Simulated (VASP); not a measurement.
Computed with PBE GGA, VASP's PBE PAW potentials (set 64) (plane waves; VASP).

Input for VASP

**INCAR**
```
LREAL=.FALSE.   # projection in real space or not
SYSTEM=MgB2
PREC=Accurate
LCHARG=.FALSE.
EDIFF=1E-6   # SCF stop (eV)
ENCUT=800
NELM=100
ISIF=2   # forces and stress, cell fixed
ALGO=Normal
LWAVE=.FALSE.
GGA=PE
SIGMA=0.1   # width (eV)
ISMEAR=1
LASPH=.TRUE.
```

### KPOINTS
```
Automatic mesh
0
Gamma
10 10 8
0 0 0
```

POSCAR:
```
MgB2
3.1256240
  0.4809839571  -0.8767292547   0.0000000000
  0.4809839571   0.8767292547   0.0000000000
  0.0000000000   0.0000000000   1.1243726053
Mg B
1 2
Cartesian
  0.0000000000   0.0000000000   0.0000000000
  0.4809839571   0.2922436694   0.5621863026
  0.5100536655  -0.2922436694   0.5621863026
```

POTCAR, in this order: Mg_sv B (PBE.64 set). Program: vasp_std.

### Question
What does the run give for the energy per atom (σ→0), largest force, band gap (on the k-mesh)?

### Answer

```
Quantity                                                     Value
------------------------  ----------------------------------------
energy per atom (σ→0)                       -489.8 kJ/mol of atoms
band gap (on the k-mesh)  none (metal, semimetal or under 0.01 eV)
largest force                                           0.995 eV/Å
```

File OSZICAR:
```
...
DAV:   7    -0.152288150349E+02    0.26712E+00   -0.73640E-01  7812   0.570E+00    0.787E-01
DAV:   8    -0.152286226790E+02    0.19236E-03   -0.50686E-02  7240   0.231E+00    0.153E-01
DAV:   9    -0.152283941399E+02    0.22854E-03   -0.86742E-04  8272   0.293E-01    0.524E-02
DAV:  10    -0.152284262455E+02   -0.32106E-04   -0.21245E-04  8000   0.166E-01    0.303E-02
DAV:  11    -0.152284292077E+02   -0.29622E-05   -0.67482E-06  7720   0.353E-02    0.135E-02
DAV:  12    -0.152284278431E+02    0.13646E-05   -0.49626E-06  7304   0.382E-02    0.930E-04
DAV:  13    -0.152284278095E+02    0.33620E-07   -0.11635E-07  4268   0.425E-03
   1 F= -.15228428E+02 E0= -.15228425E+02  d E =-.915943E-05
```

The compound is MgB2 in the AlB2 type structure. The cell was not relaxed at this level, atoms are displaced from their ideal sites. The run is one of a series of settings (ENCUT = 800, POTCAR Mg_sv B (PBE.64 set) against the base run), some of them coarse on purpose.
